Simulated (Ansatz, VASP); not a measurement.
**GaAsCl2 (Cl-GaAs-Cl chair, 1 layer): VASP beside Ansatz**

Wanted: the spread between two codes on one cell, functional and k mesh. Of the first pair: The structure shown is the start of the Ansatz relaxation below; VASP solves that cell, so the two are compared at the walk's first step.

Method: plane waves, with VASP 6.6.1 beside it; single point at PBE, in Ansatz 0.2.0.

**1. Starting point**

The cell holds 4 atoms: 2 Cl, 1 As and 1 Ga. Cell: a = 3.977 Å, b = 3.976 Å, c = 22.253 Å, α = 90.0°, β = 90.0°, γ = 120.0°. Vacuum lies along c.

**2. Ansatz: relaxation, PBE**

Ansatz runs on its default PAW (the set named soft_2) files.

The two programs are compared at the cell with which this relaxation starts, whose forces are those of its first step.

input.yaml reads:

```yaml
crystal:
  lattice:
    - [3.9765, 0.0, 0.0]
    - [-1.98825, 3.4437500181, 0.0]
    - [0.0, 0.0, 22.2533333333]
  atoms:
    - { symbol: Cl, position: [0.6666666667, 0.3333333333, 0.3819652487] }
    - { symbol: As, position: [0.6666666667, 0.3333333333, 0.4812762133] }
    - { symbol: Ga, position: [0.3333333333, 0.6666666667, 0.5173756741] }
    - { symbol: Cl, position: [0.3333333333, 0.6666666667, 0.6180347513] }
kpoints:
  mp_grid: { grid: [12, 12, 1] }
hamiltonian:
  xc: pbe
scf:
  occupations: { method: fermi_dirac, width: 0.05 }
  convergence: { dr2_threshold: 1.0e-08 }
efield:
  axis: 3
  dipole_correction: true
  ramp_position: 0.97
  ramp_width: 0.04
relax:
  f_tol: 0.01
  cell: { fix: [c, alpha, beta] }
output:
  write_potential: true
  write_density: true
  volumetric_format: npy
```

On the command line:

```sh
ansatz run input.yaml --threads 4 --pin off --max-ram 8192MiB --backend cpu --events-out ev --progress --plain --runs-dir out
```

Numbers of over 12 decimals in the logs are rounded to 6 here.

Log:

```text
Warning: relax.cell: scf.convergence.dr2_threshold = 1e-8 eV is looser than the 4e-10 eV advised for a relaxation that steers and ends on the stress (1e-10 eV for each atom of the cell: 4). What an SCF threshold leaves in a stress goes as its square root, and in the free energy as the threshold itself, and one threshold admits the most on a small cell: [figures from the program's tests cut] Set scf.convergence.dr2_threshold to 4e-10 eV or tighter. The threshold is an SCF's pass mark: one that does not reach it within its budget of iterations ends unconverged, or closes short of it on a stop that the run arms, and scf.convergence.dr2_threshold's page says what that costs each kind of run
Engine: ansatz 0.2.0, aarch64-unknown-linux-gnu
Pseudopotentials: kind: paw
Pseudopotential: Cl, paw, valence charge 7, recommended cutoff 420 eV (normal), Cl.paw.azcp
Pseudopotential: As, paw, valence charge 15, recommended cutoff 420 eV (normal), As.paw.azcp
Pseudopotential: Ga, paw, valence charge 13, recommended cutoff 420 eV (normal), Ga.paw.azcp
Functional definition: PBE
  parameter kappa = 0.804
  parameter beta = 0.066725
  exchange = pbe_x(kappa = kappa, mu = beta*pi^2/3)
  correlation = pbe_c(beta = beta)
Crystal: 4 atoms, lattice volume = 304.739 Å³
Basis set: ecut = 420 eV, 6003 PW (Γ), exchange–correlation on 54×54×300 points (8 copies of the dense FFT grid, shifted against one another)
Bands: 26, of which v1, the nominal top of the filled ones, is band 21 counted from 1 (20 counted from 0)
Symmetry: 6 space group operations
Space group: P3m1 (ITA 156), of the structure as read, at distance tolerance 6.7e-5 Å
k-points: 19 of 144 (time reversal used)
Non-local potential: Cl, projectors of the file, l = 0: 2, l = 1: 2, l = 2: 2
Non-local potential: As, projectors of the file, l = 0: 2, l = 1: 2, l = 2: 3, l = 3: 1
Non-local potential: Ga, projectors of the file, l = 0: 2, l = 1: 2, l = 2: 3, l = 3: 1
PAW form: soft (Blöchl's): semilocal exchange-correlation on the pseudo side does not see the compensation charge
PAW one-centre angular grid: Cl, 110 points (default); XC on 64 Gauss nodes
PAW one-centre angular grid: As, 590 points (default); XC on 64 Gauss nodes
PAW one-centre angular grid: Ga, 590 points (default); XC on 64 Gauss nodes
Initial density: superposition of atomic densities (neutral atoms: chi_scale 0, normalization atom), corrected by the library's trained network
Initial wavefunctions: pseudopotential atomic-orbital guess
Functional: x = pbe(κ = 0.804, μ = 0.219515), c = pbe(β = 0.066725)
SCF iter   1: F=—  HF=-10800.459146 eV  |F-HF|=—  |Δ(HF+E_count)|=         —  Δρ=1.24e-3  dr2=7.27e-3  ethr=1.77e-3  p=-0.102 e·Å  D=-6.08e-2 V/Å  ΔV_dip=1.35 eV  dr2_dipole=6.39e-4  V_vac-E_F(+/−)=6.46/5.11 eV  ⟨swp⟩=7.4  Hψ=2657  notcnv=0
efield: sawtooth ramp at fractional position 0.9700 (set: `efield.ramp_position`, or a place that a band, a saddle search or an elastic batch's reference lends), width 0.0400; the density the first Hamiltonian is built on has a dipole p = -0.102 e·Å; the dipole correction subtracts the counter field D = -6.08e-2 V/Å, which shifts the + side's vacuum level by +1.35 eV against the − side's; the planar-averaged density in the ramp window peaks in size at 1.1e-5 e/Å³
preconditioner: auto → Resta (q_TF=auto, 1.961 Å⁻¹)  ε∞=1.8  [insulator: Δε(μ)=1.384 eV  Ē_g=13.088 eV  σ=0.050 eV  W_gap=1.00  n_scr=42 (ndim 8)  ℏωp=12.0 eV  f_vac=0.638  D(μ)=0.00/eV (n_scr^D=0)  ε∞_Penn≈1.8  vacuum switching on, ρ_ref=1.2e-2 e/Å³]
SCF iter   2: F=—  HF=-10800.459213 eV  |F-HF|=—  |Δ(HF+E_count)|=   6.70e-5  Δρ=6.32e-4  dr2=3.01e-3  ethr=1.73e-5  p=-0.088 e·Å  D=-5.22e-2 V/Å  ΔV_dip=1.16 eV  dr2_dipole=6.62e-4  V_vac-E_F(+/−)=6.35/5.19 eV  ⟨swp⟩=3.3  Hψ=1169  notcnv=0  defer=8
SCF iter   3: F=—  HF=-10800.459146 eV  |F-HF|=—  |Δ(HF+E_count)|=   6.71e-5  Δρ=3.45e-4  dr2=1.16e-3  ethr=7.16e-6  p=-0.098 e·Å  D=-5.83e-2 V/Å  ΔV_dip=1.30 eV  dr2_dipole=3.43e-4  V_vac-E_F(+/−)=6.42/5.12 eV  ⟨swp⟩=2.1  Hψ=614  notcnv=0  defer=8
SCF iter   4: F=—  HF=-10800.459115 eV  |F-HF|=—  |Δ(HF+E_count)|=   3.02e-5  Δρ=1.57e-4  dr2=1.04e-4  ethr=2.76e-6  p=-0.094 e·Å  D=-5.57e-2 V/Å  ΔV_dip=1.24 eV  dr2_dipole=1.30e-5  V_vac-E_F(+/−)=6.39/5.15 eV  ⟨swp⟩=1.6  Hψ=536  notcnv=0  defer=8
SCF iter   5: F=—  HF=-10800.459181 eV  |F-HF|=—  |Δ(HF+E_count)|=   6.59e-5  Δρ=5.39e-5  dr2=1.10e-5  ethr=2.48e-7  p=-0.093 e·Å  D=-5.50e-2 V/Å  ΔV_dip=1.22 eV  dr2_dipole=1.03e-6  V_vac-E_F(+/−)=6.38/5.15 eV  ⟨swp⟩=2.2  Hψ=770  notcnv=0  defer=8
[...]
iter 1 solved again at ethr=3.90e-7 eV; its pass at ethr=3.10e-3 eV (dr2=1.64e-4 eV) is discarded
SCF iter   1: F=—  HF=-10800.625724 eV  |F-HF|=—  |Δ(HF+E_count)|=         —  Δρ=3.53e-4  dr2=1.25e-5  ethr=3.90e-7  p=-0.077 e·Å  D=-4.12e-2 V/Å  ΔV_dip=0.92 eV  dr2_dipole=7.65e-9  V_vac-E_F(+/−)=6.63/5.71 eV  ⟨swp⟩=3.0  Hψ=3833  notcnv=0
efield: sawtooth ramp at fractional position 0.9700 (set: `efield.ramp_position`, or a place that a band, a saddle search or an elastic batch's reference lends), width 0.0400; the density the first Hamiltonian is built on has a dipole p = -0.077 e·Å; the dipole correction subtracts the counter field D = -4.12e-2 V/Å, which shifts the + side's vacuum level by +0.92 eV against the − side's; the planar-averaged density in the ramp window peaks in size at 1.1e-6 e/Å³
preconditioner: auto → Resta (q_TF=auto, 1.928 Å⁻¹)  ε∞=1.8  [insulator: Δε(μ)=0.731 eV  Ē_g=13.026 eV  σ=0.050 eV  W_gap=1.00  n_scr=42 (ndim 8)  ℏωp=11.4 eV  f_vac=0.651  D(μ)=0.00/eV (n_scr^D=0)  ε∞_Penn≈1.8  vacuum switching on, ρ_ref=1.2e-2 e/Å³]
SCF iter   2: F=—  HF=-10800.635570 eV  |F-HF|=—  |Δ(HF+E_count)|=   9.85e-3  Δρ=1.78e-4  dr2=3.80e-6  ethr=2.98e-8  p=-0.077 e·Å  D=-4.12e-2 V/Å  ΔV_dip=0.92 eV  dr2_dipole=1.21e-8  V_vac-E_F(+/−)=6.63/5.71 eV  ⟨swp⟩=2.4  Hψ=949  notcnv=0
SCF iter   3: F=—  HF=-10800.639178 eV  |F-HF|=—  |Δ(HF+E_count)|=   3.61e-3  Δρ=4.58e-5  dr2=1.36e-6  ethr=9.04e-9  p=-0.077 e·Å  D=-4.13e-2 V/Å  ΔV_dip=0.92 eV  dr2_dipole=6.82e-8  V_vac-E_F(+/−)=6.63/5.71 eV  ⟨swp⟩=2.3  Hψ=833  notcnv=0
SCF iter   4: F=—  HF=-10800.639505 eV  |F-HF|=—  |Δ(HF+E_count)|=   3.27e-4  Δρ=9.91e-6  dr2=2.03e-7  ethr=3.25e-9  p=-0.077 e·Å  D=-4.12e-2 V/Å  ΔV_dip=0.92 eV  dr2_dipole=5.02e-8  V_vac-E_F(+/−)=6.63/5.71 eV  ⟨swp⟩=2.0  Hψ=772  notcnv=0
SCF iter   5: F=—  HF=-10800.639526 eV  |F-HF|=—  |Δ(HF+E_count)|=   2.07e-5  Δρ=3.49e-6  dr2=8.74e-8  ethr=4.82e-10  p=-0.077 e·Å  D=-4.13e-2 V/Å  ΔV_dip=0.92 eV  dr2_dipole=2.36e-8  V_vac-E_F(+/−)=6.63/5.71 eV  ⟨swp⟩=2.0  Hψ=636  notcnv=0
SCF iter   6: F=-10800.639529 eV  HF=-10800.639528 eV  |F-HF|=8.20e-7  |Δ(HF+E_count)|=   2.37e-6  Δρ=1.37e-6  dr2=9.56e-9  ethr=2.38e-11  p=-0.077 e·Å  D=-4.12e-2 V/Å  ΔV_dip=0.92 eV  dr2_dipole=1.99e-9  V_vac-E_F(+/−)=6.63/5.71 eV  ⟨swp⟩=9.6  Hψ=3461  notcnv=0
SCF 6 converged in 6 iterations: F = -10800.639529 eV  dr2 = 9.56e-9
relax step   6: F+E_penalty+E_count = -10800.63952900 eV  Δ(F+E_penalty+E_count) = -1.681e-3 eV  max|allowed force component| = 2.300e-3 eV/Å  Δτ_max = 0.0000 Å  P = +0.005 GPa  Ω = 337.645 Å³  fix = [c, alpha, beta]  reactions: c +0.001 GPa  stress off target by 7.89e-3 GPa on what of the cell is left free  SCF on the basis re-selected at this cell (its energy is not comparable with the rows above)  (6 SCF iters)
basis re-selected at this cell: Δ(F+E_penalty+E_count) = -1.681e-3 eV, ΔP = +0.005 GPa vs the last step (what re-selecting the basis moved, of the pressure what is left beyond the Pulay correction that the steps carried, after the strain that the cell walked since its last selection, with what the two solves' SCF thresholds leave and, on support functions, any second-order correction that the steps lacked; it is no measure of the basis error at this ecutwfc). The dense FFT grid was sized anew with the basis: this SCF ran on 30×30×150 points, the steps before it on 27×27×150, so part of this shift can come from that change (see relax.cell in the input reference). [rest of the remark cut]
WARN: The output density's exchange-correlation potential varies sharply where the density is thin. Do not read a vacuum level from v_tot or v_xc, or from such a field of the output density. On a cell that repeats whose density bears no net charge and no dipole along the vacuum's axis use v_es (v_loc + v_h of the components); under efield.dipole_correction with no amplitude use v_es + v_field, which holds any externa [...]
SCF converged after 6 iterations
Free energy (F): -10800.639529 eV
Harris-Foulkes:  -10800.639528 eV  (|F-HF|=8.20e-7)
Internal energy: -10800.639513 eV  (E = F + TS)
E sigma→0 (E₀):  -10800.639521 eV
Entropy (-TS):   -0.000016 eV (-0.004 meV/atom)
Fermi energy:    -2.940522 eV
Dipole field:    D = -0.041196 V/Å  (p = -0.076870 e·Å, saw-weighted, corrected)
Work function:   Φ+ = 6.6308 eV   Φ− = 5.7140 eV
Levels:          The Fermi level and band energies are counted from a zero that moves with the ramp; work functions are not
--- Per-component energies (eV) ---
  E_band       = -763.014946
  E_kinetic    = 537.436983
  E_local      = -27537.248716  (includes V_loc(G=0)·N_el)
  E_nonlocal   = -187.345229
  E_hartree    = 13488.378294
  E_xc         = -360.048454
  E_vxc        = -377.839333  (∫ρ·V_xc dr)
  E_paw        = -5143.817851  (= ΣΔE_a)
  E_vpaw       = -175.125922  (= ΣTr[D̂ρ^β])
  E_aug_tail   = 0.000091  (compensation charges beyond the density's cutoff)
  E_efield     = 0.001583  (sawtooth field / dipole correction)
  E_vefield    = 0.349773  (∫n·V_field dr)
  E_ewald      = 8402.003784
  E_smearing   = -0.000016  (= −TS)
  E_closure    = -0.000000  (closes the sum)
  Σ components = -10800.639529   (vs F -10800.639529, Δ=0.00e0)
--- Forces (eV/Å), atoms counted from 1 ---
  atom   1  Cl     0.00000000    -0.00000000    -0.00177922
  atom   2  As     0.00000000     0.00000000     0.00229149
  atom   3  Ga     0.00000000    -0.00000000     0.00053158
  atom   4  Cl     0.00000000    -0.00000000    -0.00107806
  max |Σ_I F_I| component: 3.42e-5 eV/Å
--- Stress (GPa, compression-positive) ---
        0.007887       0.000000       0.000000
        0.000000       0.007887      -0.000000
        0.000000      -0.000000       0.000641
  P = ⅓ Tr σ = 0.0055 GPa (0.055 kbar)
--- Band table (eV; the first three rows and the last of 19) ---
  k-point 0: bands = [... 17 lower, -4.7606, -4.7606, -3.3389, -3.3389, -2.6084, -1.1859, 1.2680, 1.2680, ... 1 higher]
  k-point 1: bands = [... 17 lower, -4.8472, -4.7839, -3.8757, -3.4056, -1.9459, -1.1347, 1.1726, 1.4779, ... 1 higher]
  k-point 2: bands = [... 17 lower, -5.0524, -4.8463, -4.4194, -3.5620, -1.2176, -0.9967, 1.2160, 2.0397, ... 1 higher]
  k-point 18: bands = [... 17 lower, -5.6329, -5.2589, -5.1293, -4.6120, -0.3741, 1.2458, 2.6319, 2.6756, ... 1 higher]
--- Relaxed structure (5 steps of the walk, 5 accepted, 1 SCFs on fresh bases) ---
  F+E_penalty+E_count = -10800.63952900 eV   max|allowed force component| = 2.300e-3 eV/Å   (the final SCF, on the basis selected at the relaxed cell)
  cell:  # Å, volume = 337.6449 Å³
    - [4.185692, 0, 0]
    - [-2.092846, 3.624915, 0]
    - [0, 0, 22.2533333333]
  atoms:
    - { symbol: Cl, position: [0.666667, 0.333333, 0.385140] }
    - { symbol: As, position: [0.666667, 0.333333, 0.483709] }
    - { symbol: Ga, position: [0.333333, 0.666667, 0.516308] }
    - { symbol: Cl, position: [0.333333, 0.666667, 0.613495] }
```

**3. VASP: single point, PBE, start cell, pair 1**

The same cell, functional, mesh and smearing now go to VASP, with its own data sets.

Lines of VASP's logs that name or quote its potential files are left out, and so is its time.

INCAR reads:

```
SYSTEM = GaAsCl2
PREC = Accurate
ENCUT = 400
EDIFF = 1E-06
NELM = 120
ISMEAR = -1
SIGMA = 0.05
LREAL = .FALSE.
ALGO = Normal
GGA = PE
NBANDS = 22
LORBIT = 11
LWAVE = .FALSE.
LCHARG = .FALSE.
ISIF = 2
LDIPOL = .TRUE.
IDIPOL = 3
DIPOL = 0.5 0.5 0.5
LVHAR = .TRUE.
LASPH = .TRUE.
GGA_COMPAT = .FALSE.
EFERMI = MIDGAP
NELMDL = -8
```

POSCAR reads:

```
GaAsCl2
1.0
    3.9765000000      0.0000000000      0.0000000000
   -1.9882500000      3.4437500000      0.0000000000
    0.0000000000      0.0000000000     22.2533330000
Cl As Ga
2 1 1
Direct
    0.6666667151      0.3333334301      0.3819652544
    0.3333333818      0.6666667634      0.6180347456
    0.6666667151      0.3333334301      0.4812762205
    0.3333333818      0.6666667634      0.5173756668
```

KPOINTS reads:

```
Automatic mesh
0
Gamma
12 12 1
0 0 0
```

PAW data sets: Cl, As and Ga_d (PBE family, release 64).

On the command line:

```sh
mpirun -np 1 vasp_std
```

Log:

```text
[banner, memory and clock lines left out]
running    1 mpi-ranks, on    1 nodes
 distrk:  each k-point on    1 cores,    1 groups
 distr:  one band on    1 cores,    1 groups

 POSCAR found type information on POSCAR ClAsGa
 POSCAR found :  3 types and       4 ions
 LDA part: xc-table for (Slater+PW92), standard interpolation
 POSCAR, INCAR and KPOINTS ok, starting setup
 FFT: planning ... GRIDC
 FFT: planning ... GRID_SOFT
 FFT: planning ... GRID
 WAVECAR not read
 entering main loop
       N       E                     dE             d eps       ncg     rms          rms(c)
DAV:   1     0.225235763167E+03    0.22524E+03   -0.11276E+04   924   0.999E+02
DAV:   2     0.196010102631E+02   -0.20563E+03   -0.19681E+03  1204   0.234E+02
DAV:   3    -0.127811629553E+02   -0.32382E+02   -0.31947E+02  1042   0.975E+01
DAV:   4    -0.140083571457E+02   -0.12272E+01   -0.12231E+01  1186   0.229E+01
DAV:   5    -0.140290601740E+02   -0.20703E-01   -0.20694E-01  1104   0.280E+00
DAV:   6    -0.140302176619E+02   -0.11575E-02   -0.11575E-02  1250   0.645E-01
DAV:   7    -0.140302300369E+02   -0.12375E-04   -0.12375E-04  1106   0.690E-02
DAV:   8    -0.140302304792E+02   -0.44228E-06   -0.44235E-06   972   0.136E-02    0.717E+00
DAV:   9    -0.135959648381E+02    0.43427E+00   -0.49411E-01  1356   0.123E+01    0.496E+00
DAV:  10    -0.135553637142E+02    0.40601E-01   -0.53032E-01  1184   0.875E+00    0.114E+00
DAV:  11    -0.135448992683E+02    0.10464E-01   -0.10772E-01  1172   0.443E+00    0.453E-01
DAV:  12    -0.135457926441E+02   -0.89338E-03   -0.18331E-02  1060   0.850E-01    0.160E-01
DAV:  13    -0.135459193043E+02   -0.12666E-03   -0.12597E-03  1502   0.396E-01    0.914E-02
DAV:  14    -0.135462515801E+02   -0.33228E-03   -0.57430E-04  1022   0.154E-01    0.563E-02
[...]
DAV:  20    -0.135466799603E+02   -0.28347E-04   -0.82443E-07   808   0.615E-03    0.359E-03
DAV:  21    -0.135467050406E+02   -0.25080E-04   -0.12849E-06   838   0.614E-03    0.290E-03
DAV:  22    -0.135467134061E+02   -0.83655E-05   -0.24051E-07   694   0.756E-03    0.235E-03
DAV:  23    -0.135467156976E+02   -0.22915E-05   -0.10842E-07   694   0.288E-03    0.771E-04
DAV:  24    -0.135467190964E+02   -0.33989E-05   -0.10762E-07   634   0.175E-03    0.255E-04
DAV:  25    -0.135467216617E+02   -0.25652E-05   -0.87276E-08   658   0.154E-03    0.344E-04
DAV:  26    -0.135467227333E+02   -0.10716E-05   -0.51958E-08   616   0.120E-03    0.366E-04
DAV:  27    -0.135467229345E+02   -0.20121E-06   -0.15746E-08   712   0.113E-03
   1 F= -.13546723E+02 E0= -.13546723E+02  d E =-.370554E-07
```

From OUTCAR (step 3):

```text
ion  position               nearest neighbor table
   1  0.667  0.333  0.382-   3 2.21
   2  0.333  0.667  0.618-   4 2.24
   3  0.667  0.333  0.481-   1 2.21   4 2.43   4 2.43   4 2.43
   4  0.333  0.667  0.517-   2 2.24   3 2.43   3 2.43   3 2.43

  LATTYP: Found a hexagonal cell.
 ALAT       =     3.9765000000
 C/A-ratio  =     5.5962109896

 Subroutine GETGRP returns: Found  6 space group operations
 (whereof  6 operations were pure point group operations)

The static configuration has the point symmetry C_3v.

 Found     19 irreducible k-points:

   k-points           NKPTS =     19   k-points in BZ     NKDIM =     19   number of bands    NBANDS=     22

   dimension x,y,z NGX =    28 NGY =   28 NGZ =  150
   dimension x,y,z NGXF=    56 NGYF=   56 NGZF=  300

   ENCUT  =  400.0 eV  29.40 Ry    5.42 a.u.   6.48  6.48 36.29*2*pi/ulx,y,z

   NELECT =      32.0000    total number of electrons

 k-points in reciprocal lattice and weights: Automatic mesh
   0.00000000  0.00000000  0.00000000       0.007
   0.08333333 -0.00000000  0.00000000       0.042
   0.16666667 -0.00000000  0.00000000       0.042
   0.25000000  0.00000000  0.00000000       0.042
   0.33333333  0.00000000  0.00000000       0.042
   0.41666667  0.00000000  0.00000000       0.042
   0.50000000  0.00000000  0.00000000       0.021
   0.08333333  0.08333333  0.00000000       0.042
   0.16666667  0.08333333  0.00000000       0.083
[...]
0.33333333  0.25000000  0.00000000       0.083
   0.33333333  0.33333333  0.00000000       0.014

 dipolmoment           0.000000      0.000000      0.092923 electrons x Angstroem

 average (electrostatic) potential at core
       1 -99.3354       2 -98.1263       3 -58.6202       4 -73.8660

 E-fermi :  -3.0356

 k-point     1 :       0.0000    0.0000    0.0000
  band No.  band energies     occupation
    ...
     12      -6.2351      2.00000
     13      -4.8683      2.00000
     14      -4.8683      2.00000
     15      -3.7561      2.00000
     16      -3.7561      2.00000
     17      -2.3678      0.00000
     18      -2.1319      0.00000
     19       1.0151      0.00000
     20       1.0151      0.00000
     21       1.6793      0.00000
    ...

 k-point     2 :       0.0833   -0.0000    0.0000
  band No.  band energies     occupation
    ...
     12      -6.2701      2.00000
     13      -5.0268      2.00000
     14      -4.9045      2.00000
     15      -4.2733      2.00000
     16      -3.8421      2.00000
     17      -2.1459      0.00000
     18      -1.6656      0.00000
     19       0.8919      0.00000
     20       1.2579      0.00000
     21       1.7702      0.00000
    ...

 k-point     3 :       0.1667   -0.0000    0.0000
  band No.  band energies     occupation
    ...
     12      -6.3668      2.00000
     13      -5.4394      2.00000
     14      -5.0046      2.00000
     15      -4.8367      2.00000
     16      -4.0351      2.00000
     17      -1.9969      0.00000
     18      -1.0226      0.00000
     19       1.0236      0.00000
     20       1.8888      0.00000
     21       2.0026      0.00000
    ...

  Total        2.5727314      2.5727314     -3.3185870      0.0000000      0.0000000      0.0000000
  in kB       13.5262484     13.5262482    -17.4476171      0.0000000      0.0000000      0.0000000
  external PRESSURE =       3.2016265 kB  Pullay stress =       0.0000000 kB

  energy-cutoff  :      400.00
  volume of cell :      304.74
      direct lattice vectors                 reciprocal lattice vectors
     3.976500000  0.000000000  0.000000000     0.251477430  0.145190563  0.000000000
    -1.988250000  3.443750000  0.000000000     0.000000000  0.290381125  0.000000000
     0.000000000  0.000000000 22.253333000     0.000000000  0.000000000  0.044937089

 POSITION                                       TOTAL-FORCE (eV/Angst)
 -----------------------------------------------------------------------------------
      1.98825      1.14792      8.50000        -0.000000     -0.000000      0.315024
      0.00000      2.29583     13.75333         0.000000      0.000000     -1.103843
      1.98825      1.14792     10.71000         0.000000     -0.000000     -0.234719
      0.00000      2.29583     11.51333        -0.000000      0.000000      1.023538
 -----------------------------------------------------------------------------------
    total drift:                               -0.000001     -0.000870      0.001241

  FREE ENERGIE OF THE ION-ELECTRON SYSTEM (eV)
  ---------------------------------------------------
  free  energy   TOTEN  =       -13.5467229345 eV

  energy  without entropy=      -13.5467228974  energy(sigma->0) =      -13.54672292

 vacuum level on the upper side and lower side of the slab         3.326         2.098

 total charge
# of ion       s       p       d       tot
------------------------------------------
    1        1.611   3.456   0.000   5.067
    2        1.608   3.461   0.000   5.069
    3        1.225   1.503   0.059   2.787
    4        0.866   0.795  10.021  11.682
--------------------------------------------------
tot          5.310   9.216  10.080  24.605

[... 3 further parts left out ...]
```

(Continued in part 2 of 2.)

[Lines on the potential files, build, host, timing and source positions are cut from VASP's logs without a mark.]

[Logs are printed without paths, hosts, clocks, repeated set-up lines and the standing remarks that a program may print on its own settings, such as how far it seeks lower states.]

[Hosts, paths, dates, database ids (printed as entryN), source tags and the programs' standing remarks are cut or masked in the printed files.]
